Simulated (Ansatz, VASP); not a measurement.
# CrGe2N4 (CrGe2N4 bilayer, AA'): VASP beside Ansatz

Wanted: the spread between two codes on one cell, functional and k mesh. The structure shown is the start of the Ansatz relaxation below; VASP solves that cell, so the two are compared at the walk's first step.

Calculated with Ansatz 0.2.0; plane waves, with VASP 6.6.1 beside it; single point at PBE with D3(BJ).

## 1. The structure

The cell holds 14 atoms: 8 N, 4 Ge and 2 Cr. Cell: a = 3.020 Å, b = 3.020 Å, c = 64.811 Å, α = 90.0°, β = 90.0°, γ = 120.0°. Vacuum lies along c.

Structure file:

```cif
data_structure
_symmetry_space_group_name_H-M 'P 1'
_symmetry_Int_Tables_number 1
_cell_length_a 3.0200
_cell_length_b 3.0200
_cell_length_c 64.8111
_cell_angle_alpha 90.000
_cell_angle_beta 90.000
_cell_angle_gamma 120.000
_cell_volume 511.91
loop_
_atom_site_label
_atom_site_type_symbol
_atom_site_fract_x
_atom_site_fract_y
_atom_site_fract_z
_atom_site_occupancy
N1 N 0.00000 0.00000 0.36954 1
N2 N 0.33333 0.66667 0.40699 1
N3 N 0.33333 0.66667 0.43785 1
N4 N 0.00000 0.00000 0.47531 1
N5 N 0.33333 0.66667 0.52469 1
N6 N 0.00000 0.00000 0.56215 1
N7 N 0.00000 0.00000 0.59301 1
N8 N 0.33333 0.66667 0.63046 1
Ge9 Ge 0.33333 0.66667 0.37860 1
Ge10 Ge 0.33333 0.66667 0.46624 1
Ge11 Ge 0.00000 0.00000 0.53376 1
Ge12 Ge 0.00000 0.00000 0.62140 1
Cr13 Cr 0.00000 0.00000 0.42242 1
Cr14 Cr 0.33333 0.66667 0.57758 1
```

## 2. Ansatz: relaxation, PBE with D3(BJ)

Ansatz runs on its default PAW (the set named soft_2) files.

The two programs are compared at the cell with which this relaxation starts, whose forces are those of its first step.

The input, input.yaml:

```yaml
crystal:
  lattice:
    - [3.02, 0.0, 0.0]
    - [-1.51, 2.6153967194, 0.0]
    - [0.0, 0.0, 64.8110565021]
  atoms:
    - { symbol: "N", position: [0.0, 0.0, 0.3695357134] }
    - { symbol: Ge, position: [0.3333333333, 0.6666666667, 0.3786046] }
    - { symbol: "N", position: [0.3333333333, 0.6666666667, 0.4069948177] }
    - { symbol: Cr, position: [0.0, 0.0, 0.4224242838], spin: 1.0 }
    - { symbol: "N", position: [0.3333333333, 0.6666666667, 0.4378537499] }
    - { symbol: Ge, position: [0.3333333333, 0.6666666667, 0.4662439676] }
    - { symbol: "N", position: [0.0, 0.0, 0.4753128542] }
    - { symbol: "N", position: [0.3333333333, 0.6666666667, 0.5246871458] }
    - { symbol: Ge, position: [0.0, 0.0, 0.5337560324] }
    - { symbol: "N", position: [0.0, 0.0, 0.5621462501] }
    - { symbol: Cr, position: [0.3333333333, 0.6666666667, 0.5775757162], spin: 1.0 }
    - { symbol: "N", position: [0.0, 0.0, 0.5930051823] }
    - { symbol: Ge, position: [0.0, 0.0, 0.6213954] }
    - { symbol: "N", position: [0.3333333333, 0.6666666667, 0.6304642866] }
  periodic: [true, true, false]
magnetization:
  spin_polarized: true
kpoints:
  mp_grid: { grid: [12, 12, 1] }
hamiltonian:
  xc: pbe
  dispersion: d3bj
scf:
  occupations: { method: fermi_dirac, width: 0.05 }
  convergence: { dr2_threshold: 1.0e-09 }
relax:
  f_tol: 0.004
  max_steps: 90
  cell: {}
output:
  write_potential: true
  write_density: true
  volumetric_format: npy
```

Run with:

```console
$ ansatz run input.yaml --threads 4 --pin off --max-ram 12288MiB --backend cpu --events-out ev --progress --plain --runs-dir out
```

Numbers of over 12 decimals in the logs are rounded to 6 here.

Log:

```text
Warning: relax.cell: scf.convergence.dr2_threshold = 1e-9 eV is looser than the 1.93315438791e-10 eV advised for a relaxation that steers and ends on the stress (1e-10 eV for each atom of the cell: 14, times the square of relax.cell.stress_2d_tol = 0.05 N/m over 26.9 Å (the atoms' height at the walk's start and 5 Å past either face), 1.858e-2 GPa, over a crystal's default 0.05). What an SCF threshold leaves in a stress goes as its square root, and in the free energy as the threshold itself, and one threshold admits the most on a small cell: [figures from the program's tests cut] Set scf.convergence.dr2_threshold to 1.93315438791e-10 eV or tighter. [rest of the remark cut]
Engine: ansatz 0.2.0, aarch64-unknown-linux-gnu
Pseudopotentials: kind: paw
Pseudopotential: N, paw, valence charge 5, recommended cutoff 420 eV (normal), N.paw.azcp
Pseudopotential: Ge, paw, valence charge 14, recommended cutoff 420 eV (normal), Ge.paw.azcp
Pseudopotential: Cr, paw, valence charge 14, recommended cutoff 420 eV (normal), Cr.paw.azcp
Functional definition: PBE
  parameter kappa = 0.804
  parameter beta = 0.066725
  exchange = pbe_x(kappa = kappa, mu = beta*pi^2/3)
  correlation = pbe_c(beta = beta)
Crystal: 14 atoms, lattice volume = 511.910 Å³
Basis set: ecut = 420 eV, 9829 PW (Γ), exchange–correlation on 48×48×900 points (8 copies of the dense FFT grid, shifted against one another)
Bands: 77, of which v1, the nominal top of the filled ones, is band 62 counted from 1 (61 counted from 0)
Symmetry: 12 space group operations
Space group: P-3m1 (ITA 164), of the structure as read, at distance tolerance 8.0e-5 Å
Magnetic group: BNS 164.85 (UNI 1315), of the structure as read, at distance tolerance 8.0e-5 Å
k-points: 19 of 144
Non-local potential: N, projectors of the file, l = 0: 2, l = 1: 2, l = 2: 1
Non-local potential: Ge, projectors of the file, l = 0: 2, l = 1: 2, l = 2: 3, l = 3: 1
Non-local potential: Cr, projectors of the file, l = 0: 3, l = 1: 2, l = 2: 3, l = 3: 1
PAW form: soft (Blöchl's): semilocal exchange-correlation on the pseudo side does not see the compensation charge
PAW one-centre angular grid: N, 110 points (default); XC on 64 Gauss nodes
PAW one-centre angular grid: Ge, 590 points (default); XC on 64 Gauss nodes
PAW one-centre angular grid: Cr, 590 points (default); XC on 64 Gauss nodes
Initial density: superposition of atomic densities (neutral atoms: chi_scale 0, normalization atom)
Starting moments: Σ|m| = 2 μB on 2 of 14 sites
Initial wavefunctions: pseudopotential atomic-orbital guess
Functional: x = pbe(κ = 0.804, μ = 0.219515), c = pbe(β = 0.066725)
SCF iter   1: F=—  HF=-27028.754486 eV  |F-HF|=—  |Δ(HF+E_count)|=         —  Δρ=6.54e-2 (↑6.54e-2 ↓5.95e-2)  dr2=8.69e1  dr2_m=2.62e-1  M=1.009 μB ∫|m|=1.407 μB  β_m=0.30  ethr=3.10e-3  ⟨swp⟩=10.6  Hψ=16731  notcnv=0  defer=13
Mixer restart at iter 1: flushing history
preconditioner: auto → Resta (q_TF=auto, 2.154 Å⁻¹)  ε∞=2.0  [insulator: Δε(μ)=0.113 eV  Ē_g=17.318 eV  σ=0.050 eV  W_gap=0.51  n_scr=44 (ndim 8)  ℏωp=17.1 eV  f_vac=0.688  D(μ)=1.89/eV (n_scr^D=16)  ε∞_Penn≈2.0  vacuum switching on, ρ_ref=2.2e-2 e/Å³]
spin=Collinear: Resta preconditioning applied to the charge; magnetization (m = ρ↑ − ρ↓) channel mixes plain (no charge-response kernel on spin).
SCF iter   2: F=—  HF=-27010.970075 eV  |F-HF|=—  |Δ(HF+E_count)|=    1.78e1  Δρ=1.73e-2 (↑1.73e-2 ↓1.67e-2)  dr2=4.93e0  dr2_m=9.80e-2  M=1.229 μB ∫|m|=1.750 μB  β_m=0.32  ethr=3.10e-3  ⟨swp⟩=5.0  Hψ=8029  notcnv=0  defer=246
SCF iter   3: F=—  HF=-27009.990924 eV  |F-HF|=—  |Δ(HF+E_count)|=   9.79e-1  Δρ=1.08e-2 (↑1.08e-2 ↓1.01e-2)  dr2=1.17e0  dr2_m=4.51e-2  M=1.147 μB ∫|m|=1.685 μB  β_m=0.45  ethr=3.10e-3  ⟨swp⟩=3.4  Hψ=5918  notcnv=0  defer=240
SCF iter   4: F=—  HF=-27009.881241 eV  |F-HF|=—  |Δ(HF+E_count)|=   1.10e-1  Δρ=4.28e-3 (↑4.28e-3 ↓4.22e-3)  dr2=1.65e-1  dr2_m=1.04e-2  M=1.103 μB ∫|m|=1.618 μB  β_m=0.56  ethr=9.42e-4  ⟨swp⟩=3.8  Hψ=6648  notcnv=0  defer=246
SCF iter   5: F=—  HF=-27009.949219 eV  |F-HF|=—  |Δ(HF+E_count)|=         —  Δρ=1.91e-3 (↑1.81e-3 ↓1.91e-3)  dr2=3.91e-2  dr2_m=1.38e-2  M=0.998 μB ∫|m|=1.417 μB  β_m=0.56  ethr=1.33e-4  ⟨swp⟩=3.3  Hψ=6389  notcnv=0  defer=246
SCF iter   6: F=—  HF=-27009.959852 eV  |F-HF|=—  |Δ(HF+E_count)|=   1.06e-2  Δρ=1.47e-3 (↑1.42e-3 ↓1.47e-3)  dr2=1.36e-1  dr2_m=5.22e-3  M=0.982 μB ∫|m|=1.373 μB  β_m=0.36  ethr=3.16e-5  ⟨swp⟩=3.2  Hψ=5741  notcnv=0  defer=242  recentre
[...]
SCF converged after 7 iterations
Magnetization: 0.0000 μB (62.0000 up, 62.0000 down)
Absolute magnetization: 0.0000 μB (∫|ρ↑−ρ↓|, with the PAW one-centre terms)
Spin contamination: 0.0000 ħ² per cell (⟨S²⟩ above its minimum at these occupations)
Per-site moments (μB) at R_I (Å): [(-7.134416322522137e-11, 0.753737), (1.9439731071601215e-10, 0.753737), (-1.8816967422500724e-8, 0.774681), (4.3667397424962406e-8, 0.839415), (-2.8031349588056902e-8, 0.774165), (4.89538919828577e-10, 0.752626), (-3.0308717742966393e-10, 0.752626), (-3.0308720878370315e-10, 0.752626), (4.8953871438181e-10, 0.752626), (-2.803134954579329e-8, 0.774165), (4.3667397226125035e-8, 0.839415), (-1.8816967489075052e-8, 0.774681), (1.943972404286626e-10, 0.753737), (-7.134412684730306e-11, 0.753737)]
Free energy (F): -27011.128534 eV
Harris-Foulkes:  -27011.128534 eV  (|F-HF|=7.93e-10)
Internal energy: -27011.123647 eV  (E = F + TS)
E sigma→0 (E₀):  -27011.126091 eV
Entropy (-TS):   -0.004887 eV (-0.349 meV/atom)
Fermi energy:    -5.719552 eV
--- Per-component energies (eV) ---
  E_band       = -3031.597105
  E_kinetic    = 2175.210422
  E_local      = -1807084.372001  (includes V_loc(G=0)·N_el)
  E_nonlocal   = 2213.480352
  E_hartree    = 901394.966509
  E_xc         = -1061.719564
  E_vxc        = -1225.951068  (∫ρ·V_xc dr)
  E_paw        = -11497.754561  (= ΣΔE_a)
  E_vpaw       = -1899.897371  (= ΣTr[D̂ρ^β])
  E_aug_tail   = 0.002520  (compensation charges beyond the density's cutoff)
  E_ewald      = 886852.331288
  E_disp       = -3.268613  (pairwise vdW)
  E_smearing   = -0.004887  (= −TS)
  E_closure    = -0.000000  (closes the sum)
  Σ components = -27011.128534   (vs F -27011.128534, Δ=0.00e0)
--- Forces (eV/Å), atoms counted from 1 ---
  atom   1  N     -0.00000000    -0.00000000     0.00183821
  atom   2  Ge     0.00000000     0.00000000    -0.00180593
  atom   3  N     -0.00000000    -0.00000000     0.00144080
  atom   4  Cr     0.00000000    -0.00000000    -0.00062314
  atom   5  N      0.00000000    -0.00000000    -0.00198822
  atom   6  Ge     0.00000000     0.00000000    -0.00036464
  atom   7  N      0.00000000    -0.00000000     0.00168237
  atom   8  N      0.00000000     0.00000000    -0.00168237
  atom   9  Ge     0.00000000    -0.00000000     0.00036464
  atom  10  N      0.00000000     0.00000000     0.00198822
  atom  11  Cr     0.00000000     0.00000000     0.00062314
  atom  12  N      0.00000000     0.00000000    -0.00144080
  atom  13  Ge    -0.00000000    -0.00000000     0.00180593
  atom  14  N      0.00000000     0.00000000    -0.00183821
  max |Σ_I F_I| component: 3.70e-17 eV/Å
--- 2D stress c σ (N/m, compression-positive) ---
       -0.020668      -0.000000      -0.000000
       -0.000000      -0.020668       0.000000
       -0.000000       0.000000      -0.000000
  P = ½ c Tr σ = -0.0207 N/m
--- Band table (eV; the first three rows and the last of 38) ---
  k-point 0 ↑: bands = [... 58 lower, -7.5761, -7.0702, -5.9163, -5.7772, -3.9379, -3.9379, -3.9377, -3.9377, ... 11 higher]
  k-point 1 ↑: bands = [... 58 lower, -7.3697, -7.0154, -5.9067, -5.8280, -4.1257, -4.0970, -3.9914, -3.9098, ... 11 higher]
  k-point 2 ↑: bands = [... 58 lower, -7.3692, -7.1324, -6.1332, -6.1221, -4.2956, -4.2403, -4.2344, -4.1339, ... 11 higher]
  k-point 18 ↓: bands = [... 58 lower, -7.6842, -7.6842, -6.5795, -6.5777, -5.6465, -5.6465, -4.3650, -4.3650, ... 11 higher]
  the weakly bound empty levels are not read free of the cell's end (no_gap_told)
--- Relaxed structure (7 steps of the walk, 7 accepted, 2 SCFs on fresh bases) ---
  F+E_penalty+E_count = -27011.12853433 eV   max|allowed force component| = 1.988e-3 eV/Å   (the final SCF, on the basis selected at the relaxed cell)
  cell:  # Å, volume = 485.7126 Å³
    - [2.941710, 0.0, 0]
    - [-1.470855, 2.547595, 0]
    - [0, 0, 64.8110565021]
  atoms:
    - { symbol: N, position: [-2.373096881896286e-18, -5.088522196306353e-17, 0.365310] }
    - { symbol: Ge, position: [0.333333, 0.666667, 0.375710] }
    - { symbol: N, position: [0.333333, 0.666667, 0.404686] }
    - { symbol: Cr, position: [8.054678476197706e-18, -5.088522196306351e-17, 0.421989] }
    - { symbol: N, position: [0.333333, 0.666667, 0.439284] }
    - { symbol: Ge, position: [0.333333, 0.666667, 0.468242] }
    - { symbol: N, position: [1.8096800610433028e-17, -5.08852219630635e-17, 0.478528] }
    - { symbol: N, position: [0.333333, 0.666667, 0.521472] }
    - { symbol: Ge, position: [3.755660034671574e-18, -5.088522196306325e-17, 0.531758] }
    - { symbol: N, position: [5.316288432805962e-18, -5.088522196306326e-17, 0.560716] }
    - { symbol: Cr, position: [0.333333, 0.666667, 0.578011] }
    - { symbol: N, position: [1.5602911008450048e-17, -5.088522196306325e-17, 0.595314] }
    - { symbol: Ge, position: [1.7216579071283885e-17, -5.088522196306324e-17, 0.624290] }
    - { symbol: N, position: [0.333333, 0.666667, 0.634690] }
```

In the SCF lines HF is the Harris–Foulkes energy and dr2 the Hartree energy of the density residual, in eV; the loop may stop once dr2 is under the threshold and the program's other checks hold. Hψ counts applications of the Hamiltonian.

(Continued in part 2 of 2.)

[Lines on the potential files, build, host, timing and source positions are cut from VASP's logs without a mark.]

[Logs are printed without paths, hosts, clocks, repeated set-up lines and the standing remarks that a program may print on its own settings, such as how far it seeks lower states.]

[Hosts, paths, dates, database ids (printed as entryN), source tags and the programs' standing remarks are cut or masked in the printed files.]
